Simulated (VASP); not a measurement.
GaN (zinc blende): the mBJ gap over mesh and path against the volume, with the cell scaled uniformly; LDA's own equilibrium is at 11.120 Å³/atom. VASP (PAW), 520 eV cut-off, 11×11×11 Γ-centred mesh, Gaussian smearing of 0.050 eV, potentials Ga_d N. mBJ is a potential without an energy functional, so only the levels count. Fit the value as a straight line in ln V.

```csv
V (Å³/atom),mBJ gap over mesh and path (eV)
10.119,3.570
10.452,3.390
10.786,3.212
11.12,3.036
11.453,2.860
11.787,2.687
```

Problem. Fit the rows as the text says and predict the value at 9.785.

Solution. The slope against ln V is -5.79 eV, the volume deformation potential of this gap. The line misses the rows by up to 0.006 and gives 3.770 at 9.785. The run gave 3.749, -0.021 from the line.

Left out are failed runs and those whose mesh is unfit for this quantity.

The compound is GaN in the zinc blende structure, a metastable form; wurtzite is the usual one.
